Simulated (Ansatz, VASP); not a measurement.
**K11Na11Li10F32 (random rock-salt (Li, K, Na)F solid solution): VASP beside Ansatz**

One calculation is typed for both programs; each brings its own data sets. How far apart do they land? The structure shown is the start of the Ansatz relaxation below; VASP solves that cell, so the two are compared at the walk's first step.

Calculated with Ansatz 0.2.0; plane waves, with VASP 6.6.1 beside it; single point at PBE.

### 1. Starting point

The cell holds 64 atoms: 11 K, 32 F, 11 Na and 10 Li. Its edges and angles: a = 9.338 Å, b = 9.338 Å, c = 9.338 Å, α = 90.0°, β = 90.0°, γ = 90.0°. It derives from NaF. Rock-salt lattice (a = 4.669 A, the mean of the end members), 2 x 2 x 2 cells, metal sites filled at random with 10 Li, 11 K, 11 Na; (so at first; earlier steps may have moved the atoms), displaced by a Gaussian of 0.02 A.

### 2. Ansatz: relaxation, PBE

Ansatz runs on its default PAW (the set named soft_2) files.

The two programs are compared at the cell with which this relaxation starts, whose forces are those of its first step.

input.yaml

```yaml
crystal:
  lattice:
    - [9.338, 0.0, 0.0]
    - [0.0, 9.338, 0.0]
    - [0.0, 0.0, 9.338]
  atoms:
    - { symbol: K, position: [0.99653, 0.00092, 0.99764] }
    - { symbol: F, position: [0.24863, 0.00164, 7.0e-05] }
    - { symbol: Na, position: [0.99856, 0.25091, 0.2514] }
    - { symbol: F, position: [0.25373, 0.24831, 0.25395] }
    - { symbol: Li, position: [0.24648, 0.00222, 0.25225] }
    - { symbol: F, position: [0.99967, 0.99881, 0.24779] }
    - { symbol: Na, position: [0.24682, 0.24922, 0.0006] }
    - { symbol: F, position: [0.00246, 0.24963, 0.99941] }
    - { symbol: K, position: [0.99569, 0.00096, 0.49924] }
    - { symbol: F, position: [0.25279, 0.99901, 0.49625] }
    - { symbol: Na, position: [0.0025, 0.25233, 0.7482] }
    - { symbol: F, position: [0.25027, 0.25279, 0.75441] }
    - { symbol: Na, position: [0.24911, 0.00033, 0.74909] }
    - { symbol: F, position: [0.00277, 0.99998, 0.75077] }
    - { symbol: Na, position: [0.25248, 0.25394, 0.50065] }
    - { symbol: F, position: [0.00016, 0.25133, 0.50099] }
    - { symbol: Li, position: [0.99908, 0.50326, 0.99783] }
    - { symbol: F, position: [0.2451, 0.50087, 0.99757] }
    - { symbol: K, position: [0.9986, 0.75011, 0.25051] }
    - { symbol: F, position: [0.25042, 0.74896, 0.25044] }
    - { symbol: Na, position: [0.24796, 0.49856, 0.24836] }
    - { symbol: F, position: [0.99855, 0.49925, 0.24964] }
    - { symbol: K, position: [0.2484, 0.7519, 0.00011] }
    - { symbol: F, position: [0.99531, 0.74787, 0.99631] }
    - { symbol: Li, position: [0.99822, 0.50217, 0.49865] }
    - { symbol: F, position: [0.25205, 0.50055, 0.49992] }
    - { symbol: K, position: [0.00348, 0.74831, 0.75246] }
    - { symbol: F, position: [0.25131, 0.75088, 0.74982] }
    - { symbol: Li, position: [0.24719, 0.50055, 0.7508] }
    - { symbol: F, position: [0.00016, 0.50231, 0.74741] }
    - { symbol: K, position: [0.25049, 0.74691, 0.50068] }
    - { symbol: F, position: [0.00211, 0.75073, 0.50007] }
    - { symbol: Li, position: [0.49666, 0.00381, 0.99808] }
    - { symbol: F, position: [0.74968, 0.99959, 0.00087] }
    - { symbol: Na, position: [0.49566, 0.25074, 0.25074] }
    - { symbol: F, position: [0.74988, 0.24632, 0.24747] }
    - { symbol: K, position: [0.74625, 0.00177, 0.25105] }
    - { symbol: F, position: [0.50031, 0.99904, 0.25375] }
    - { symbol: Na, position: [0.74942, 0.25117, 0.99752] }
    - { symbol: F, position: [0.4994, 0.24945, 0.9998] }
    - { symbol: Li, position: [0.49864, 0.9967, 0.49853] }
    - { symbol: F, position: [0.74933, 0.99894, 0.50263] }
    - { symbol: Li, position: [0.49623, 0.25004, 0.74891] }
    - { symbol: F, position: [0.75072, 0.25206, 0.75015] }
    - { symbol: Li, position: [0.75023, 0.99385, 0.74375] }
    - { symbol: F, position: [0.49739, 0.99685, 0.7518] }
    - { symbol: Li, position: [0.75075, 0.25149, 0.49727] }
    - { symbol: F, position: [0.50137, 0.25093, 0.50219] }
    - { symbol: Na, position: [0.49843, 0.4976, 0.99981] }
    - { symbol: F, position: [0.74718, 0.50085, 0.9969] }
    - { symbol: Li, position: [0.5011, 0.75316, 0.25408] }
    - { symbol: F, position: [0.74821, 0.75025, 0.25363] }
    - { symbol: Na, position: [0.75022, 0.49738, 0.24946] }
    - { symbol: F, position: [0.49728, 0.50078, 0.24721] }
    - { symbol: K, position: [0.7498, 0.74907, 0.00111] }
    - { symbol: F, position: [0.5006, 0.74937, 2.0e-05] }
    - { symbol: K, position: [0.5032, 0.50228, 0.49845] }
    - { symbol: F, position: [0.74993, 0.50061, 0.49988] }
    - { symbol: K, position: [0.49968, 0.75077, 0.74894] }
    - { symbol: F, position: [0.74853, 0.7512, 0.74985] }
    - { symbol: Na, position: [0.75163, 0.50155, 0.74679] }
    - { symbol: F, position: [0.50239, 0.49738, 0.75046] }
    - { symbol: K, position: [0.75238, 0.75066, 0.49663] }
    - { symbol: F, position: [0.50082, 0.75313, 0.49944] }
kpoints:
  mp_grid: { grid: [1, 1, 1] }
hamiltonian:
  xc: pbe
scf:
  occupations: { method: fixed }
output:
  forces: true
relax:
  f_tol: 0.05
  max_steps: 150
  cell: {}
```

Started as:

```
$ ansatz run input.yaml --threads 4 --pin off --max-ram 8192MiB --backend cpu --events-out ev --progress --plain --runs-dir out
```

Numbers of over 12 decimals in the logs are rounded to 6 here.

What it wrote:

```text
Engine: ansatz 0.2.0, aarch64-unknown-linux-gnu
Pseudopotentials: kind: paw
Pseudopotential: K, paw, valence charge 9, recommended cutoff 420 eV (normal), K.paw.azcp
Pseudopotential: F, paw, valence charge 7, recommended cutoff 420 eV (normal), F.paw.azcp
Pseudopotential: Na, paw, valence charge 9, recommended cutoff 420 eV (normal), Na.paw.azcp
Pseudopotential: Li, paw, valence charge 3, recommended cutoff 420 eV (normal), Li.paw.azcp
Functional definition: PBE
  parameter kappa = 0.804
  parameter beta = 0.066725
  exchange = pbe_x(kappa = kappa, mu = beta*pi^2/3)
  correlation = pbe_c(beta = beta)
Crystal: 64 atoms, lattice volume = 814.257 Å³
Basis set: ecut = 420 eV, 15895 PW (Γ), exchange–correlation on 128×128×128 points (8 copies of the dense FFT grid, shifted against one another)
Bands: 290, of which v1, the nominal top of the filled ones, is band 226 counted from 1 (225 counted from 0)
Symmetry: 1 space group operations
Space group: P1 (ITA 1), of the structure as read, at distance tolerance 9.3e-5 Å
k-points: 1
Non-local potential: K, projectors of the file, l = 0: 3, l = 1: 2, l = 2: 2
Non-local potential: F, projectors of the file, l = 0: 2, l = 1: 2, l = 2: 1
Non-local potential: Na, projectors of the file, l = 0: 3, l = 1: 2, l = 2: 1
Non-local potential: Li, projectors of the file, l = 0: 3, l = 1: 2, l = 2: 1
PAW form: soft (Blöchl's): semilocal exchange-correlation on the pseudo side does not see the compensation charge
PAW one-centre angular grid: K, 110 points (default); XC on 64 Gauss nodes
PAW one-centre angular grid: F, 110 points (default); XC on 64 Gauss nodes
PAW one-centre angular grid: Na, 110 points (default); XC on 64 Gauss nodes
PAW one-centre angular grid: Li, 110 points (default); XC on 64 Gauss nodes
Initial density: superposition of atomic densities (neutral atoms: chi_scale 0, normalization atom), corrected by the library's trained network
Initial wavefunctions: pseudopotential atomic-orbital guess
Functional: x = pbe(κ = 0.804, μ = 0.219515), c = pbe(β = 0.066725)
SCF iter   1: F=—  HF=-61254.001185 eV  |F-HF|=—  |Δ(HF+E_count)|=         —  Δρ=1.29e-3  dr2=1.47e-2  ethr=1.77e-3  ⟨swp⟩=5.0  Hψ=932  notcnv=0  defer=61
preconditioner: auto → Resta (q_TF=auto, 2.473 Å⁻¹)  ε∞=2.6  [insulator: Δε(μ)=6.088 eV  Ē_g=20.810 eV  n_scr=202 (ndim 8)  ℏωp=26.3 eV  f_vac=0.073  ε∞_Penn≈2.6]
SCF iter   2: F=—  HF=-61253.996494 eV  |F-HF|=—  |Δ(HF+E_count)|=   4.69e-3  Δρ=5.78e-4  dr2=2.96e-3  ethr=3.25e-6  ⟨swp⟩=3.0  Hψ=531  notcnv=0  defer=62
SCF iter   3: F=—  HF=-61253.996428 eV  |F-HF|=—  |Δ(HF+E_count)|=   6.62e-5  Δρ=2.30e-4  dr2=9.44e-4  ethr=6.56e-7  ⟨swp⟩=2.0  Hψ=329  notcnv=0  defer=62
SCF iter   4: F=—  HF=-61253.996385 eV  |F-HF|=—  |Δ(HF+E_count)|=   4.25e-5  Δρ=6.28e-5  dr2=3.84e-5  ethr=2.09e-7  ⟨swp⟩=3.0  Hψ=356  notcnv=0  defer=62
SCF iter   5: F=—  HF=-61254.002472 eV  |F-HF|=—  |Δ(HF+E_count)|=   6.09e-3  Δρ=6.10e-5  dr2=1.78e-5  ethr=8.49e-9  ⟨swp⟩=2.0  Hψ=459  notcnv=0  defer=62
SCF iter   6: F=—  HF=-61254.002474 eV  |F-HF|=—  |Δ(HF+E_count)|=   1.90e-6  Δρ=2.23e-5  dr2=2.63e-6  ethr=3.94e-9  ⟨swp⟩=2.0  Hψ=457  notcnv=0  defer=62
SCF iter   7: F=—  HF=-61254.002475 eV  |F-HF|=—  |Δ(HF+E_count)|=   1.28e-6  Δρ=1.33e-5  dr2=8.80e-7  ethr=5.81e-10  ⟨swp⟩=2.0  Hψ=425  notcnv=0  defer=62
SCF iter   8: F=-61254.002475 eV  HF=-61254.002475 eV  |F-HF|=2.86e-8  |Δ(HF+E_count)|=   2.01e-7  Δρ=3.09e-6  dr2=5.09e-8  ethr=2.21e-11  ⟨swp⟩=2.0  Hψ=945  notcnv=0
SCF 1 converged in 8 iterations: F = -61254.002475 eV  dr2 = 5.09e-8
  greatest PAW one-centre occupation: 1.000 electrons in one spin orbital (limit 2), on the Li atom at site 44 (counted from 0), in its partial waves of l = 0
relax step   1: F+E_penalty+E_count = -61254.00247520 eV  Δ(F+E_penalty+E_count) = +0.000e0 eV  max|allowed force component| = 1.684e0 eV/Å  Δτ_max = 0.0000 Å  P = +9.559 GPa  Ω = 814.257 Å³  (8 SCF iters, dr2 threshold 1.00e-7 eV, accepted)
Crystal: 64 atoms, lattice volume = 872.348 Å³
Basis set: ecut = 420 eV, 17073 PW (Γ), exchange–correlation on 128×128×128 points (8 copies of the dense FFT grid, shifted against one another)
Initial density: handed on by an earlier stage of this run
Initial wavefunctions: those handed on with the density
iter 1 solved again at ethr=2.31e-4 eV; its pass at ethr=3.10e-3 eV (dr2=1.04e0 eV) is discarded
SCF iter   1: F=—  HF=-61260.174089 eV  |F-HF|=—  |Δ(HF+E_count)|=         —  Δρ=1.59e-2  dr2=1.05e0  ethr=2.31e-4  ⟨swp⟩=1.0  Hψ=1027  notcnv=0  defer=57
preconditioner: auto → Resta (q_TF=auto, 2.445 Å⁻¹)  ε∞=2.6  [insulator: Δε(μ)=6.111 eV  Ē_g=19.980 eV  n_scr=202 (ndim 8)  ℏωp=25.5 eV  f_vac=0.098  ε∞_Penn≈2.6]
SCF iter   2: F=—  HF=-61259.887027 eV  |F-HF|=—  |Δ(HF+E_count)|=   2.87e-1  Δρ=7.84e-3  dr2=2.25e-1  ethr=2.31e-4  ⟨swp⟩=3.0  Hψ=364  notcnv=0  defer=61
[...]
atom  11  Na    -0.00552613    -0.00109440    -0.00091978
  atom  12  F      0.00575701     0.00507981     0.00140171
  atom  13  Na    -0.00277197     0.00351817    -0.00268643
  atom  14  F     -0.00724430     0.00505742     0.00462083
  atom  15  Na    -0.00175563    -0.00250298    -0.00004076
  atom  16  F     -0.00149272     0.00715890     0.00345879
  atom  17  Li     0.00634766    -0.00495051     0.00107478
  atom  18  F      0.00171712     0.00089172     0.00331209
  atom  19  K      0.00136996    -0.00000608     0.01182255
  atom  20  F     -0.00003914    -0.00372318    -0.00229230
  atom  21  Na     0.00000108    -0.00190631     0.00662301
  atom  22  F     -0.00057616    -0.00257252    -0.00239670
  atom  23  K     -0.01102371    -0.00105413    -0.00487088
  atom  24  F      0.00196972     0.00105347     0.00693872
  atom  25  Li     0.00158985     0.00232037    -0.00861441
  atom  26  F     -0.00282033    -0.00249284    -0.00426645
  atom  27  K      0.01160888     0.00270172     0.01263360
  atom  28  F      0.00805859    -0.00009745     0.00110070
  atom  29  Li    -0.00471980     0.00056487    -0.00080760
  atom  30  F     -0.00038726    -0.00210955    -0.00091843
  atom  31  K     -0.00194226     0.00100950    -0.00359114
  atom  32  F     -0.00405704    -0.00033721     0.00439859
  atom  33  Li     0.01210307    -0.00247975    -0.00168745
  atom  34  F     -0.00329866     0.00009692     0.00083183
[...]
atom  57  K      0.01115443     0.00026340    -0.00138933
  atom  58  F      0.00457183    -0.00153618     0.00142533
  atom  59  K      0.01580921    -0.00401401     0.00298836
  atom  60  F      0.00415419    -0.00422763    -0.00052238
  atom  61  Na    -0.00454336    -0.00264943     0.00769328
  atom  62  F     -0.00419374     0.00264205    -0.00105756
  atom  63  K     -0.00805756     0.00208154    -0.01032844
  atom  64  F     -0.00797734     0.00055520     0.00591983
  max |Σ_I F_I| component: 2.23e-4 eV/Å
--- Stress (GPa, compression-positive) ---
        0.012671      -0.000649       0.000827
       -0.000650      -0.021660       0.003371
        0.000826       0.003377      -0.003776
  P = ⅓ Tr σ = -0.0043 GPa (-0.043 kbar)
--- Relaxed structure (26 steps of the walk, 25 accepted, 4 SCFs on fresh bases) ---
  F+E_penalty+E_count = -61265.25221170 eV   max|allowed force component| = 1.581e-2 eV/Å   (the final SCF, on the basis selected at the relaxed cell)
  cell:  # Å, volume = 997.1574 Å³
    - [10.116289, 0.022366, 0.081770]
    - [0.022366, 9.719170, -0.040182]
    - [0.081770, -0.040182, 10.142640]
  atoms:
    - { symbol: K, position: [0.954345, 0.020755, 0.982543] }
    - { symbol: F, position: [0.322215, 0.013873, -0.034752] }
    - { symbol: Na, position: [1.013295, 0.252099, 0.259733] }
    - { symbol: F, position: [0.258504, 0.239161, 0.252842] }
    - { symbol: Li, position: [0.246742, 0.047932, 0.287242] }
    - { symbol: F, position: [1.063526, 1.016323, 0.253596] }
    - { symbol: Na, position: [0.247402, 0.227237, 0.026148] }
    - { symbol: F, position: [0.019268, 0.264596, 1.032256] }
    - { symbol: K, position: [0.998258, 0.013599, 0.502780] }
    - { symbol: F, position: [0.264604, 1.030164, 0.485147] }
    - { symbol: Na, position: [-0.00118743, 0.254628, 0.720712] }
    - { symbol: F, position: [0.268336, 0.270134, 0.762260] }
    - { symbol: Na, position: [0.265813, 0.025020, 0.745752] }
    - { symbol: F, position: [0.043655, 1.026489, 0.746043] }
    - { symbol: Na, position: [0.257499, 0.261665, 0.494709] }
    - { symbol: F, position: [0.035641, 0.287869, 0.499004] }
    - { symbol: Li, position: [0.959755, 0.434740, 0.988003] }
    - { symbol: F, position: [0.267056, 0.469281, 0.998089] }
    - { symbol: K, position: [1.017975, 0.741943, 0.240256] }
    - { symbol: F, position: [0.277389, 0.727274, 0.230283] }
    - { symbol: Na, position: [0.265779, 0.488484, 0.233308] }
    - { symbol: F, position: [1.015543, 0.479757, 0.265790] }
    - { symbol: K, position: [0.242494, 0.750560, -0.023217] }
    - { symbol: F, position: [0.992469, 0.765399, 0.992661] }
    - { symbol: Li, position: [1.054682, 0.486600, 0.447616] }
    - { symbol: F, position: [0.243300, 0.488703, 0.462091] }
    - { symbol: K, position: [0.010703, 0.728742, 0.743460] }
    - { symbol: F, position: [0.270594, 0.786834, 0.731165] }
    - { symbol: Li, position: [0.204930, 0.430762, 0.835867] }
    - { symbol: F, position: [0.028585, 0.465851, 0.816992] }
    - { symbol: K, position: [0.272129, 0.754149, 0.483891] }
    - { symbol: F, position: [0.011167, 0.689939, 0.493454] }
    - { symbol: Li, position: [0.503263, 0.060076, 0.960795] }
    - { symbol: F, position: [0.678024, 1.011112, 0.020164] }
    - { symbol: Na, position: [0.487123, 0.239278, 0.234896] }
    - { symbol: F, position: [0.738398, 0.239220, 0.252754] }
    - { symbol: K, position: [0.692034, -0.025501, 0.282359] }
    - { symbol: F, position: [0.433225, 0.989053, 0.260650] }
    - { symbol: Na, position: [0.722776, 0.241557, 1.014570] }
    - { symbol: F, position: [0.490932, 0.251556, 1.002556] }
    - { symbol: Li, position: [0.451055, 1.017632, 0.456924] }
    - { symbol: F, position: [0.754194, 1.086033, 0.524495] }
    - { symbol: Li, position: [0.453620, 0.272586, 0.810797] }
    - { symbol: F, position: [0.786458, 0.234984, 0.793375] }
    - { symbol: Li, position: [0.684953, 1.125316, 0.689427] }
    - { symbol: F, position: [0.520563, 1.090028, 0.767107] }
    - { symbol: Li, position: [0.703063, 0.250674, 0.440475] }
    - { symbol: F, position: [0.504859, 0.209120, 0.457015] }
    - { symbol: Na, position: [0.492649, 0.496245, 1.012601] }
    - { symbol: F, position: [0.777327, 0.465381, 1.012469] }
    - { symbol: Li, position: [0.427332, 0.813671, 0.179678] }
    - { symbol: F, position: [0.762783, 0.721515, 0.257460] }
    - { symbol: Na, position: [0.745621, 0.481826, 0.250304] }
    - { symbol: F, position: [0.505575, 0.468152, 0.239228] }
    - { symbol: K, position: [0.743318, 0.734807, 0.00586649] }
    - { symbol: F, position: [0.492009, 0.734738, 0.025142] }
    - { symbol: K, position: [0.487450, 0.476084, 0.516160] }
    - { symbol: F, position: [0.730814, 0.434070, 0.492000] }
    - { symbol: K, position: [0.520483, 0.808163, 0.762892] }
    - { symbol: F, position: [0.750851, 0.689897, 0.751596] }
    - { symbol: Na, position: [0.741961, 0.460327, 0.765223] }
    - { symbol: F, position: [0.518909, 0.446115, 0.778262] }
    - { symbol: K, position: [0.752809, 0.703958, 0.503836] }
    - { symbol: F, position: [0.523480, 0.846076, 0.503658] }
```

Reading the cycles: dr2 is the Hartree energy of the density residual (eV), the measure of convergence; HF is the Harris–Foulkes estimate of the energy, which meets the free energy F at convergence.

(Continued in part 2 of 2.)

[Lines on the potential files, build, host, timing and source positions are cut from VASP's logs without a mark.]

[Logs are printed without paths, hosts, clocks, repeated set-up lines and the standing remarks that a program may print on its own settings, such as how far it seeks lower states.]

[Hosts, paths, dates, database ids (printed as entryN), source tags and the programs' standing remarks are cut or masked in the printed files.]
